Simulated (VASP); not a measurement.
An input for Quantum ESPRESSO's pw.x (written as the equivalent of a VASP run, and not itself run):

```
&CONTROL
  calculation = 'scf'
  pseudo_dir = './pseudo'
  outdir = './out'
  tprnfor = .true.
  tstress = .true.
/
&SYSTEM
  ibrav = 0
  nat = 1
  ntyp = 1
  ecutwfc = 92
  occupations = 'smearing'
  smearing = 'methfessel-paxton'
  degauss = 0.00735
  input_dft = 'pbe'
/
&ELECTRONS
  conv_thr = 7.3e-08
  electron_maxstep = 100
/
ATOMIC_SPECIES
  Cu 63.546 Cu.upf
CELL_PARAMETERS angstrom
     0.0000000    1.8411000    1.8411000
     1.8411000    0.0000000    1.8411000
     1.8411000    1.8411000    0.0000000
ATOMIC_POSITIONS crystal
  Cu   0.0000000  0.0000000  0.0000000
K_POINTS automatic
  15 15 15 0 0 0
```

### Question
Write the VASP files for the same calculation (PBE).

### Answer
One answer among several that fit: 
### POSCAR
```
Cu
1
    0.0000000000     1.8411000000     1.8411000000
    1.8411000000     0.0000000000     1.8411000000
    1.8411000000     1.8411000000     0.0000000000
Cu
1
Direct
  0.0000000000   0.0000000000   0.0000000000
```

### INCAR
```
SYSTEM=Cu
PREC=Accurate; ENCUT=400; LREAL=.FALSE.
LASPH=.TRUE.
EDIFF=1E-6; NELM=100; ALGO=Normal
LMAXMIX=4
ISMEAR=1; SIGMA=0.1
GGA=PE
ISIF=2
LWAVE=.FALSE.; LCHARG=.FALSE.
```

**KPOINTS**
```
Automatic mesh
0
Gamma
15 15 15
0 0 0
```

POTCAR, in this order: Cu (PBE.64 set). Program: vasp_std.

What does not carry over: the potentials are each code's own (VASP's PAW set, PseudoDojo norm-conserving files in pw.x), so ENCUT and ecutwfc are chosen apart and not converted; conv_thr bounds pw.x's estimated SCF error, while EDIFF bounds the energy change between steps.

The compound is Cu in the fcc structure. The cell was not relaxed at this level.
